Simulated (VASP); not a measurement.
Input of a VASP 6.6.1 run:

Contents of POSCAR:

```
Pb
1.0
    0.0000000000      2.4671700209      2.4671700209
    2.4671700209      0.0000000000      2.4671700209
    2.4671700209      2.4671700209      0.0000000000
  Pb
     1
Direct
     0.0000000000000000    0.0000000000000000    0.0000000000000000
```

File INCAR.step1:

```
PREC = Accurate
ENCUT = 600
EDIFF = 1E-8
ISMEAR = 1
SIGMA = 0.2
LREAL = False
LASPH = True
NELM = 80
ALGO = Normal
ISIF = 3
LWAVE = False
LCHARG = False
GGA = PS
KPAR = 2
IBRION = 2
NSW = 40
EDIFFG = -0.002
```

Contents of INCAR.step2:

```
PREC = Accurate
ENCUT = 600
EDIFF = 1E-8
ISMEAR = 1
SIGMA = 0.2
LREAL = False
LASPH = True
NELM = 80
ALGO = Normal
ISIF = 3
LWAVE = False
LCHARG = False
GGA = PS
KPAR = 2
IBRION = 6
NFREE = 2
POTIM = 0.015
NSW = 1
```

Contents of KPOINTS:

```
regular mesh
0
Gamma
  24 24 24
```

Potentials or basis: VASP PAW PBE potentials, release 64 (Pb_d).

Launch:

```sh
$ cat potpaw_PBE.64/Pb_d/POTCAR > POTCAR
$ cp INCAR.step1 INCAR
$ mpirun -np 2 vasp_std > vasp.out
$ cp CONTCAR POSCAR
$ cp INCAR.step2 INCAR
$ mpirun -np 2 vasp_std > vasp.out
```

Question: Estimate the elastic constants C11, C12, C44.

Answer: 50, 47, 15 GPa.

Question: What does it give for the Voigt bulk modulus?

Answer: 48 GPa.

Elastic tensor in Voigt notation (GPa, in the Cartesian axes of the cell as first typed):
```
50 47 47  0  0  0
47 50 47  0  0  0
47 47 50  0  0  0
 0  0  0 15  0  0
 0  0  0  0 15  0
 0  0  0  0  0 15
```

Caveat: the PAW data sets were made with another functional, which shifts forces and pressure a little. Spin-orbit coupling is left out, which matters for the levels of Pb.
